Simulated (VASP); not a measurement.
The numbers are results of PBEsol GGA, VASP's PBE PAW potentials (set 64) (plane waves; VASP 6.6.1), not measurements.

Input for VASP

**POSCAR**
```
AlIn3As4
1.0
  5.9763306573   0.0000000000   0.0000000000
  0.0000000000   5.9763306573   0.0000000000
  0.0000000000   0.0000000000   5.9763306573
In As Al
3 4 1
Cartesian
  5.9763306573   5.9763306573   0.0000000000
  2.9881653287   2.9881653287   0.0000000000
  2.9881653287   5.9763306573   2.9881653287
  1.4302215880   1.5579437406   1.5579437406
  4.5461090693   4.4183869167   1.5579437406
  4.5461090693   1.5579437406   4.4183869167
  1.4302215880   4.4183869167   4.4183869167
  0.0000000000   2.9881653287   2.9881653287
```

KPOINTS:
```
Regular mesh
0
G
4 4 4
0 0 0
```

**INCAR**
```
ALGO  =  Normal
EDIFF  =  1E-6
EDIFFG  =  -0.02
ENCUT  =  400
GGA  =  PS
IBRION  =  2
ISIF  =  3
ISMEAR  =  0
LASPH  =  T
LCHARG  =  F
LMAXMIX  =  4
LREAL  =  F
LWAVE  =  F
NELM  =  100
NSW  =  60
PREC  =  Accurate
SIGMA  =  0.05
SYSTEM  =  AlIn3As4
```

POTCAR, in this order: In_d As Al (PBE.64 set). Program: vasp_std.

Output

**OSZICAR**
```
       N       E                     dE             d eps       ncg     rms          rms(c)
DAV:   1     0.498839887833E+03    0.49884E+03   -0.23252E+04   740   0.144E+03
DAV:   2     0.269885785612E+02   -0.47185E+03   -0.45901E+03   758   0.387E+02
DAV:   3    -0.336615320031E+02   -0.60650E+02   -0.58985E+02   895   0.159E+02
DAV:   4    -0.365221445674E+02   -0.28606E+01   -0.28467E+01   894   0.351E+01
DAV:   5    -0.366444158040E+02   -0.12227E+00   -0.12211E+00  1130   0.682E+00    0.847E+00
DAV:   6    -0.355810339623E+02    0.10634E+01   -0.21675E+00   995   0.175E+01    0.466E+00
DAV:   7    -0.354632459292E+02    0.11779E+00   -0.10142E+00  1127   0.540E+00    0.132E+00
DAV:   8    -0.354527081061E+02    0.10538E-01   -0.10602E-01  1078   0.324E+00    0.716E-01
DAV:   9    -0.354526643373E+02    0.43769E-04   -0.11085E-02  1129   0.127E+00    0.240E-01
DAV:  10    -0.354528427129E+02   -0.17838E-03   -0.13571E-03  1113   0.385E-01    0.118E-01
DAV:  11    -0.354529659077E+02   -0.12319E-03   -0.38098E-04  1039   0.117E-01    0.689E-02
DAV:  12    -0.354529602884E+02    0.56192E-05   -0.41845E-05  1067   0.488E-02    0.185E-02
DAV:  13    -0.354529622820E+02   -0.19936E-05   -0.64154E-06   764   0.119E-02    0.304E-03
DAV:  14    -0.354529618189E+02    0.46315E-06   -0.13860E-06   569   0.663E-03
   1 F= -.35452962E+02 E0= -.35452953E+02  d E =-.354530E+02
       N       E                     dE             d eps       ncg     rms          rms(c)
DAV:   1    -0.354567783933E+02   -0.38161E-02   -0.10106E-01  1027   0.418E+00    0.369E-01
DAV:   2    -0.354537647931E+02    0.30136E-02   -0.75458E-03  1019   0.135E+00    0.140E-01
DAV:   3    -0.354532305923E+02    0.53420E-03   -0.19860E-03  1064   0.614E-01    0.739E-02
DAV:   4    -0.354532294586E+02    0.11337E-05   -0.83211E-05   836   0.655E-02    0.630E-02
DAV:   5    -0.354532092521E+02    0.20207E-04   -0.21370E-05   842   0.293E-02    0.237E-02
DAV:   6    -0.354532048887E+02    0.43634E-05   -0.24966E-06   677   0.127E-02    0.970E-03
DAV:   7    -0.354532034307E+02    0.14580E-05   -0.82520E-07   460   0.851E-03    0.260E-03
DAV:   8    -0.354532030351E+02    0.39555E-06   -0.47780E-07   440   0.573E-03
   2 F= -.35453203E+02 E0= -.35453185E+02  d E =-.241216E-03
```

OUTCAR:
```
------------------------ aborting loop because EDIFF is reached ----------------------------------------
  FORCE on cell =-STRESS in cart. coord.  units (eV):
  Direction    XX          YY          ZZ          XY          YZ          ZX
  --------------------------------------------------------------------------------------
  Total       -0.0659288     -0.0659288     -0.0659288      0.0000000     -0.0000000     -0.0000000
  in kB       -0.4935262     -0.4935262     -0.4935262      0.0000000     -0.0000000     -0.0000000
  external PRESSURE =      -0.4935262 kB  Pullay stress =       0.0000000 kB
  volume of cell :      214.03
      direct lattice vectors                 reciprocal lattice vectors
     5.981708040  0.000000000 -0.000000000     0.167176330  0.000000000  0.000000000
     0.000000000  5.981708040  0.000000000    -0.000000000  0.167176330 -0.000000000
    -0.000000000  0.000000000  5.981708040     0.000000000  0.000000000  0.167176330
 POSITION                                       TOTAL-FORCE (eV/Angst)
 -----------------------------------------------------------------------------------
      5.98171      5.98171      5.98171         0.000000      0.000000      0.000000
      2.99085      2.99085      5.98171         0.000000      0.000000      0.000000
      2.99085      5.98171      2.99085         0.000000      0.000000      0.000000
      1.43234      1.55852      1.55852         0.008931     -0.008931     -0.008931
      4.54937      4.42319      1.55852        -0.008931      0.008931     -0.008931
      4.54937      1.55852      4.42319        -0.008931     -0.008931      0.008931
      1.43234      4.42319      4.42319         0.008931      0.008931      0.008931
      5.98171      2.99085      2.99085         0.000000      0.000000      0.000000
 -----------------------------------------------------------------------------------
    total drift:                                0.000000      0.000000     -0.000000
  FREE ENERGIE OF THE ION-ELECTRON SYSTEM (eV)
  ---------------------------------------------------
  free  energy   TOTEN  =       -35.4532030351 eV

  energy  without entropy=      -35.4531669555  energy(sigma->0) =      -35.45318500

 reached required accuracy - stopping structural energy minimisation
```
(Selected blocks of OUTCAR.)

**CONTCAR**
```
AlIn3As4
   1.00000000000000
     5.9817080404834080    0.0000000000000000   -0.0000000000000000
     0.0000000000000000    5.9817080404834080    0.0000000000000000
    -0.0000000000000000    0.0000000000000000    5.9817080404834080
  In              As              Al
     3     4     1
Direct
     1.0000000000000000    1.0000000000000000    1.0000000000000000
     0.5000000000000000    0.5000000000000000    1.0000000000000000
     0.5000000000000000    1.0000000000000000    0.5000000000000000
     0.2394528175665891    0.2605471824334109    0.2605471824334109
     0.7605471824334109    0.7394528175665891    0.2605471824334109
     0.7605471824334109    0.2605471824334109    0.7394528175665891
     0.2394528175665891    0.7394528175665891    0.7394528175665891
     1.0000000000000000    0.5000000000000000    0.5000000000000000
```

The structure was generated: AlIn3As4 was put into an ordered model structure (P-43m), which need not be its known phase. This run relaxes it. Symmetry was kept, so distortions that lower it aren't found. The start is the result of an earlier pass.
